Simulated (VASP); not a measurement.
# TiBr2 (R-3m) in VASP: notebook

One crystal, TiBr2, is run at these levels: LDA+U; tasks: single point.

All numbers are computed with VASP 6.6.1; they aren't measurements. Logs are shortened: lines on timing, memory, paths and dates and some standing lists are left out, and cuts for length are marked.

### Step 1. The crystal as given

It takes space group R-3m (No. 166, trigonal). The conventional cell has a = 4.143 Å, b = 4.143 Å, c = 18.790 Å, α = 90.00°, β = 90.00°, γ = 120.00°. Ti (site symmetry -3m) is surrounded by 6 Br at 2.84 Å. Br (site symmetry 3m) has 3 Ti at 2.84 Å as nearest neighbours.

The cell was built by a generator and needn't be a form met in nature.

### Step 2. Single point, LDA+U

The input, INCAR:

```
PREC = Accurate
ENCUT = 520
EDIFF = 1E-6
ISMEAR = 0
SIGMA = 0.05
LREAL = False
LASPH = True
NELM = 60
ALGO = Fast
ISIF = 2
LWAVE = False
LCHARG = False
LMAXMIX = 4
LDAU = True
LDAUTYPE = 2
LDAUL = 2 -1
LDAUU = 6 0
LDAUJ = 0 0
LDAUPRINT = 1
GGA = CA
```

The input, KPOINTS:

```
regular mesh
0
Gamma
  5 5 5
```

The input, POSCAR:

```
TiBr2
1.0
    2.0716729200      1.1960809200      6.2634474900
   -2.0716729200      1.1960809200      6.2634474900
    0.0000000000     -2.3921618400      6.2634474900
Ti Br
1 2
Direct
    0.0000000000      0.0000000000      0.0000000000
    0.2520000000      0.2520000000      0.2520000000
    0.7480000000      0.7480000000      0.7480000000
```

Potentials or basis: VASP PAW LDA potentials, release 64 (Ti_sv, Br).

On the command line:

```bash
$ cat potpaw_LDA.64/Ti_sv/POTCAR potpaw_LDA.64/Br/POTCAR > POTCAR
$ mpirun -np 1 vasp_std > vasp.out
```

OUTCAR:

```text
PREC = Accurate
   ENCUT = 520
   EDIFF = 1E-6
   ISMEAR = 0
   LREAL = False
   LASPH = True
   NELM = 60
   ISIF = 2
   GGA = CA

 ion  position               nearest neighbor table
   1  0.000  0.000  0.000-   3 2.84   3 2.84   2 2.84   2 2.84   3 2.84   2 2.84
   2  0.252  0.252  0.252-   1 2.84   1 2.84   1 2.84
   3  0.748  0.748  0.748-   1 2.84   1 2.84   1 2.84

  LATTYP: Found a trigonal (rhomboedric) cell.
 ALAT       =     6.7047157072
 COS(alpha) =     0.8090535275

  Lattice vectors:

 A1 = (   2.0716729200,   1.1960809200,   6.2634474900)
 A2 = (  -2.0716729200,   1.1960809200,   6.2634474900)
 A3 = (   0.0000000000,  -2.3921618400,   6.2634474900)

Analysis of symmetry for initial positions (statically):
=====================================================================
 Subroutine PRICEL returns:
 Original cell was already a primitive cell.

 Routine SETGRP: Setting up the symmetry group for a
 trigonal (rhombohedral) supercell.

 Subroutine GETGRP returns: Found 12 space group operations
 (whereof 12 operations were pure point group operations)
 out of a pool of 12 trial point group operations.

The static configuration has the point symmetry D_3d.

Analysis of symmetry for dynamics (positions and initial velocities):
=====================================================================
 Subroutine PRICEL returns:
 Original cell was already a primitive cell.

 Routine SETGRP: Setting up the symmetry group for a
 trigonal (rhombohedral) supercell.

 Subroutine GETGRP returns: Found 12 space group operations
 (whereof 12 operations were pure point group operations)
 out of a pool of 12 trial point group operations.

The dynamic configuration has the point symmetry D_3d.

 Subroutine INISYM returns: Found 12 space group operations
 (whereof 12 operations are pure point group operations),
 and found     1 'primitive' translations

----------------------------------------------------------------------------------------

                                     Primitive cell

  volume of cell :      93.1207

  direct lattice vectors                    reciprocal lattice vectors
     2.071672920  1.196080920  6.263447490     0.241350840  0.139343972  0.053218828
    -2.071672920  1.196080920  6.263447490    -0.241350840  0.139343972  0.053218828
     0.000000000 -2.392161840  6.263447490     0.000000000 -0.278687945  0.053218828

  length of vectors
     6.704715707  6.704715707  6.704715708     0.283723835  0.283723835  0.283723834

  position of ions in fractional coordinates (direct lattice)
     0.000000000  0.000000000  0.000000000
     0.252000000  0.252000000  0.252000000
     0.748000000  0.748000000  0.748000000

  ion indices of the primitive-cell ions
   primitive index   ion index
                 1           1
                 2           2
                 3           3

----------------------------------------------------------------------------------------

 KPOINTS: regular mesh

Automatic generation of k-mesh.
 Grid dimensions read from file:
 generate k-points for:    5    5    5

 Generating k-lattice:

  Cartesian coordinates                     Fractional coordinates (reciprocal lattice)
     0.048270168  0.027868794  0.010643766     0.200000000  0.000000000 -0.000000000
    -0.048270168  0.027868794  0.010643766     0.000000000  0.200000000 -0.000000000
     0.000000000 -0.055737589  0.010643766    -0.000000000 -0.000000000  0.200000000

  Length of vectors
     0.056744767  0.056744767  0.056744767

  Shift w.r.t. Gamma in fractional coordinates (k-lattice)
     0.000000000  0.000000000  0.000000000
[... 35 lines left out ...]
 SYSTEM =  unknown system
   PREC   = accura    normal or accurate (medium, high low for compatibility)
   ISTART =      0    job   : 0-new  1-cont  2-samecut
   ICHARG =      2    charge: 1-file 2-atom 10-const
   ISPIN  =      1    spin polarized calculation?
   LNONCOLLINEAR =      F non collinear calculations
   LSORBIT =      F    spin-orbit coupling
   LASPH  =      T    aspherical Exc in radial PAW
   ENCUT  =  520.0 eV  38.22 Ry    6.18 a.u.  12.47 12.47 12.47*2*pi/ulx,y,z
   NELM   =     60;   NELMIN=  2; NELMDL= -5     # of ELM steps
   EDIFF  = 0.1E-05   stopping-criterion for ELM
   LREAL  =      F    real-space projection
   EDIFFG = 0.1E-04   stopping-criterion for IOM
   NSW    =      0    number of steps for IOM
   IBRION =     -1    ionic relax: 0-MD 1-quasi-New 2-CG
   NFREE  =      0    steps in history (QN), initial steepest desc. (CG)
   ISIF   =      2    stress and relaxation
   ISYM   =      2    0-nonsym 1-usesym 2-fastsym
   POTIM  = 0.5000    time-step for ionic-motion
   TEBEG  =    0.0;   TEEND  =   0.0 temperature during run
   PSTRESS=    0.0 pullay stress
   NELECT =      26.0000    total number of electrons
   NUPDOWN=      -1.0000    fix difference up-down
   EMIN   =  10.00;   EMAX   =-10.00  energy-range for DOS
   EFERMI =   0.00;   METHOD = LEGACY
   ISMEAR =     0;   SIGMA  =   0.05  broadening in eV -4-tet -1-fermi 0-gaus
   EFERMI_NEDOS =   21; number of points for ismear=-14 and -15
   IALGO  =     68    algorithm
   IMIX   =      4    mixing-type and parameters
     AMIX     =   0.40;   BMIX     =  1.00
     AMIX_MAG =   1.60;   BMIX_MAG =  1.00
  volume/ion in A,a.u.               =      31.04       209.47
  Fermi-wavevector in a.u.,A,eV,Ry     =   1.070000  2.022007 15.577312  1.144900
  Thomas-Fermi vector in A             =   2.205697
   LORBIT       =      0    0 simple, 1 ext, 2 COOP (PROOUT), +10 PAW based schemes
 LDA+U is selected, type is set to LDAUTYPE =  2
   angular momentum for each species LDAUL =     2   -1
   U (eV)           for each species LDAUU =   6.0  0.0
   J (eV)           for each species LDAUJ =   0.0  0.0
   GGA     = CA    functional components
   LHFCALC =     F    Hartree Fock is set to
   AEXX    =    0.0000 exact exchange contribution
   IVDW    =     0    specifies the selected vdW correction
   LEPSILON=     F    determine dielectric tensor
   LRPA    =     F    only Hartree local field effects (RPA)
 non-spin polarized calculation
 RMM-DIIS sequential band-by-band and
 Gauss-broadening in eV      SIGMA  =   0.05
  energy-cutoff  :      520.00
  volume of cell :       93.12
 maximum number of plane-waves:      2555
 NGX is ok and might be reduce to    50
   NGX = 25   NGY = 25   NGZ = 25

atom =   1  type =  1  l = 2

 onsite density matrix

spin component  1

  0.1702  0.0000  0.0000 -0.1556  0.0000
  0.0000  0.2670 -0.0000 -0.0000 -0.1556
  0.0000 -0.0000  0.0182  0.0000  0.0000
 -0.1556 -0.0000  0.0000  0.2670  0.0000
  0.0000 -0.1556  0.0000  0.0000  0.1702

spin component  2

  0.1702  0.0000  0.0000 -0.1556  0.0000
  0.0000  0.2670 -0.0000 -0.0000 -0.1556
  0.0000 -0.0000  0.0182  0.0000  0.0000
 -0.1556 -0.0000  0.0000  0.2670  0.0000
  0.0000 -0.1556  0.0000  0.0000  0.1702

 occupancies and eigenvectors

  o =  0.0182  v = -0.0000 -0.0000  1.0000 -0.0000 -0.0000  0.0000  0.0000  0.0000  0.0000  0.0000      0.0000  0.0000  0.0000  0.0000  0.0000  0.0000  0.0000  0.0000  0.0000  0.0000
  o =  0.0182  v =  0.0000  0.0000  0.0000  0.0000  0.0000 -0.0000 -0.0000  1.0000 -0.0000 -0.0000      0.0000  0.0000  0.0000  0.0000  0.0000  0.0000  0.0000  0.0000  0.0000  0.0000
  o =  0.0556  v =  0.0000  0.0000  0.0000  0.0000  0.0000 -0.8053 -0.0000 -0.0000 -0.5928 -0.0000      0.0000  0.0000  0.0000  0.0000  0.0000  0.0000  0.0000  0.0000  0.0000  0.0000
  o =  0.0556  v = -0.8053 -0.0000 -0.0000 -0.5928 -0.0000  0.0000  0.0000  0.0000  0.0000  0.0000      0.0000  0.0000  0.0000  0.0000  0.0000  0.0000  0.0000  0.0000  0.0000  0.0000
  o =  0.0556  v =  0.0000  0.0000  0.0000  0.0000  0.0000 -0.0000  0.5928  0.0000 -0.0000  0.8053      0.0000  0.0000  0.0000  0.0000  0.0000  0.0000  0.0000  0.0000  0.0000  0.0000
  o =  0.0556  v = -0.0000  0.5928  0.0000 -0.0000  0.8053  0.0000  0.0000  0.0000  0.0000  0.0000      0.0000  0.0000  0.0000  0.0000  0.0000  0.0000  0.0000  0.0000  0.0000  0.0000
  o =  0.3816  v = -0.5928  0.0000 -0.0000  0.8053 -0.0000  0.0000  0.0000  0.0000  0.0000  0.0000      0.0000  0.0000  0.0000  0.0000  0.0000  0.0000  0.0000  0.0000  0.0000  0.0000
  o =  0.3816  v =  0.0000  0.0000  0.0000  0.0000  0.0000 -0.5928  0.0000 -0.0000  0.8053 -0.0000      0.0000  0.0000  0.0000  0.0000  0.0000  0.0000  0.0000  0.0000  0.0000  0.0000
  o =  0.3816  v =  0.0000  0.8053 -0.0000 -0.0000 -0.5928  0.0000  0.0000  0.0000  0.0000  0.0000      0.0000  0.0000  0.0000  0.0000  0.0000  0.0000  0.0000  0.0000  0.0000  0.0000
  o =  0.3816  v =  0.0000  0.0000  0.0000  0.0000  0.0000  0.0000  0.8053 -0.0000 -0.0000 -0.5928      0.0000  0.0000  0.0000  0.0000  0.0000  0.0000  0.0000  0.0000  0.0000  0.0000

 number of electron      26.0000001 magnetization

 Free energy of the ion-electron system (eV)
  ---------------------------------------------------
  ext. energy  EPLUGINS =         0.00000000
  ---------------------------------------------------
  free energy    TOTEN  =       -10.79796846 eV

  energy without entropy =      -10.78278085  energy(sigma->0) =      -10.79037466

 E-fermi :   3.2372     XC(G=0):  -8.6885

 val. band max:        3.2366641777   @ k =  -0.2000   0.2000   0.0000
 cond. band min:       3.2805447926   @ k =  -0.4000   0.2000  -0.0000
 fundamental gap:      0.0438806149
 Fermi energy:         3.2371668123

 k-point     1 :       0.0000    0.0000    0.0000
  band No.  band energies     occupation
      1     -55.0935      2.00000
      2     -31.7889      2.00000
      3     -31.6588      2.00000
      4     -31.6588      2.00000
      5     -13.3400      2.00000
      6     -12.8255      2.00000
[... 357 lines left out ...]
      4     -31.6598      2.00000
      5     -13.1102      2.00000
      6     -12.9419      2.00000
[... 9 lines left out ...]
     16       5.0806      0.00000
     17       6.1956      0.00000

------------------------ aborting loop because EDIFF is reached ----------------------------------------

  FORCE on cell =-STRESS in cart. coord.  units (eV):
  Direction    XX          YY          ZZ          XY          YZ          ZX
  --------------------------------------------------------------------------------------
  -------------------------------------------------------------------------------------
  Total       -5.0856277     -5.0856277     -2.9395328     -0.0000000     -0.0000000      0.0000000
  in kB      -87.5001309    -87.5001312    -50.5757637     -0.0000000     -0.0000000      0.0000000
  external PRESSURE =     -75.1920086 kB  Pullay stress =       0.0000000 kB

 VOLUME and BASIS-vectors are now :
 -----------------------------------------------------------------------------
  energy-cutoff  :      520.00
  volume of cell :       93.12
      direct lattice vectors                 reciprocal lattice vectors
     2.071672920  1.196080920  6.263447490     0.241350840  0.139343972  0.053218828
    -2.071672920  1.196080920  6.263447490    -0.241350840  0.139343972  0.053218828
     0.000000000 -2.392161840  6.263447490     0.000000000 -0.278687945  0.053218828

 POSITION                                       TOTAL-FORCE (eV/Angst)
 -----------------------------------------------------------------------------------
      0.00000      0.00000      0.00000         0.000000      0.000000      0.000000
      0.00000      0.00000      4.73517        -0.000000      0.000000      0.811421
      0.00000      0.00000     14.05518        -0.000000     -0.000000     -0.811421
 -----------------------------------------------------------------------------------
    total drift:                               -0.000000      0.000000     -0.000000

  FREE ENERGIE OF THE ION-ELECTRON SYSTEM (eV)
  ---------------------------------------------------
  free  energy   TOTEN  =       -10.7979684583 eV

  energy  without entropy=      -10.7827808546  energy(sigma->0) =      -10.79037466
```

Run time: 4.6 min. Hardware: 1 thread of Intel Xeon Platinum 8488C (Sapphire Rapids), shared host; peak memory 0.28 GiB.

What came out:

```yaml
Free_energy: -10.7980 eV
Pressure: -7.5 GPa
Largest_force: 0.811 eV/Å
Band_gap_on_the_k_mesh: none (metal or under the smearing width)
```

Forces in eV/Å, atoms in the order of the input:
```
Ti   0.000  0.000  0.000
Br   0.000  0.000  0.811
Br   0.000  0.000 -0.811
```

Stress tensor (GPa, compression positive):
```
-8.75  0.00  0.00
 0.00 -8.75  0.00
 0.00  0.00 -5.06
```

Levels at points of the mesh, in eV from the Fermi level:
```csv
k point,band 9,band 10,band 11,band 12,band 13,band 14,band 15,band 16,band 17
"(0.00, 0.00, 0.00)",-4.28,-3.45,-3.45,-3.07,-0.28,-0.28,0.72,1.77,2.60
```

Eigenvalues of the final occupation matrices:
```csv
site,spin,trace,eigenvalues
site 1 d,1,0.89,0.02 0.06 0.06 0.38 0.38
site 1 d,2,0.89,0.02 0.06 0.06 0.38 0.38
```

Caveat: U without spin polarisation on a metal has little footing.

### Step 3. Single point, LDA+U

The input, INCAR:

```
SYSTEM = TiBr2
ALGO = Normal ; EDIFF = 1E-6
ENCUT = 520 ; GGA = CA
ISIF = 2 ; ISMEAR = 0
LASPH = .True. ; LCHARG = .False.
LDAU = .True. ; LDAUJ = 0 0
LDAUL = 2 -1 ; LDAUPRINT = 1
LDAUTYPE = 2 ; LDAUU = 7 0
LMAXMIX = 4 ; LREAL = .False.
LWAVE = .False. ; NBANDS = 20
NELM = 60 ; PREC = Accurate
SIGMA = 0.05
```

The input, KPOINTS:

```
k-points
0
Gamma
  5 5 5
  0 0 0
```

POSCAR is that of step 2.

Potentials or basis: VASP PAW LDA potentials, release 64 (Ti_sv, Br).

On the command line:

```bash
$ cat potpaw_LDA.64/Ti_sv/POTCAR potpaw_LDA.64/Br/POTCAR > POTCAR
$ mpirun -np 1 vasp_std > vasp.out
```

Wall time 63 s (1 thread of Intel Xeon Platinum 8488C (Sapphire Rapids), shared host); peak memory 0.27 GiB.

It converged, with:

* Free energy: -10.2084 eV
* Pressure: -7.2 GPa
* Largest force: 0.776 eV/Å
* Band gap on the k mesh: none (metal or under the smearing width)

Forces on the atoms (eV/Å):
```
Ti   0.000  0.000  0.000
Br   0.000  0.000  0.776
Br   0.000  0.000 -0.776
```

Stress tensor (GPa, compression positive):
```
-8.37  0.00  0.00
 0.00 -8.37  0.00
 0.00  0.00 -4.85
```

Levels at points of the mesh, in eV from the Fermi level:
```
           k point  band 9  band 10  band 11  band 12  band 13  band 14  band 15  band 16  band 17  band 18
(0.00, 0.00, 0.00)   -4.24    -3.45    -3.45    -3.06    -0.29    -0.29     0.73     2.03     2.55     2.55
```

Eigenvalues of the final occupation matrices:
```
    site  spin  trace               eigenvalues
site 1 d     1   0.88  0.02 0.05 0.05 0.38 0.38
site 1 d     2   0.88  0.02 0.05 0.05 0.38 0.38
```

Caveat: U without spin polarisation on a metal has little footing.
